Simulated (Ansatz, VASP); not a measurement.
# ZrBrF in VASP and in Ansatz

```xyz
3
Lattice="3.6959 0.0000 0.0000 0.0000 3.6959 0.0000 0.0000 0.0000 5.2796" Properties=species:S:1:pos:R:3 pbc="T T T"
Zr    0.0000    0.0000    0.0000
Br    1.8479    1.8479    0.0000
F     1.8479    1.8479    2.6398
```

Change from the starting cell: species swapped into the TmCoC type (Pmmm, No. 47).

Alike in both runs: task relaxation of cell and atoms; functional PBE; k mesh 6 × 6 × 4; occupations gaussian, width 0.1 eV; no spin polarisation.

|  | VASP | Ansatz |
| --- | --- | --- |
| version | VASP 6.6.1 | Ansatz 0.2.0 |
| potentials or method | VASP PAW PBE potentials, release 64 (Zr_sv, Br, F) | scalar-relativistic, plane waves, PAW |
| plane-wave cutoff (eV) | 600 | 420 |
| valence electrons in the cell | 26 | 26 |

```csv
,VASP,Ansatz,Ansatz less VASP
"gap on the k mesh at the Fermi level, each at its own relaxed structure (eV)",none,none,-
relaxed volume (Å³/atom),24.24,24.31,+0.070
relaxed cell length with the largest relative difference (Å),5.280,5.293,+0.0126
```

A gap of «none» marks a metal or a gap that the smearing closes.
